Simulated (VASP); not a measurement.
```yaml
crystal:
  lattice:
    - [2.66153, 0.00000, 0.00000]
    - [0.00000, 2.66153, 0.00000]
    - [0.00000, 0.00000, 3.23638]
  atoms:
    - { symbol: Zn, position: [0.50000, 0.50000, 0.50000] }
    - { symbol: Ni, position: [0.00000, 0.00000, 0.00000] }
```

Computed with PBEsol GGA, VASP's PBE PAW potentials (set 64) (plane waves; VASP). Numerical set-up: 400 eV cut-off, Gaussian smearing of 0.050 eV, potentials Zn Ni.

Task: Give the energies of bands 3 to 14 at the high-symmetry points, in eV from the Fermi level.

Result: 
```tsv
band	Γ	X	M	Z	R	A
3	-7.74	-7.29	-7.45	-6.88	-7.09	-7.49
4	-6.88	-6.99	-7.34	-6.88	-6.93	-6.59
5	-6.88	-6.74	-6.33	-6.63	-6.64	-6.32
6	-6.67	-5.46	-3.33	-6.39	-4.00	-3.47
7	-2.46	-3.97	-1.47	-5.90	-2.28	-3.23
8	-2.26	-2.41	-1.39	-2.61	-2.11	-3.23
9	-0.93	-2.35	-1.39	-1.39	-1.52	-0.83
10	-0.93	-1.42	-0.41	-1.39	-1.12	-0.23
11	-0.65	-1.00	-0.41	-1.06	-0.96	5.51
12	3.14	0.46	-0.24	-0.69	-0.75	5.57
13	9.43	10.69	5.02	14.57	3.19	5.57
14	10.09	10.87	5.57	14.57	3.71	5.59
```

It has no gap at this level: it comes out as a metal or semimetal.

The structure comes from a measured ZnNi entry (P4/mmm) of the Crystallography Open Database, whose conditions weren't checked. It was relaxed first, which changed the volume by -6 %. The run is not spin-polarised, so no magnetic state was tried.
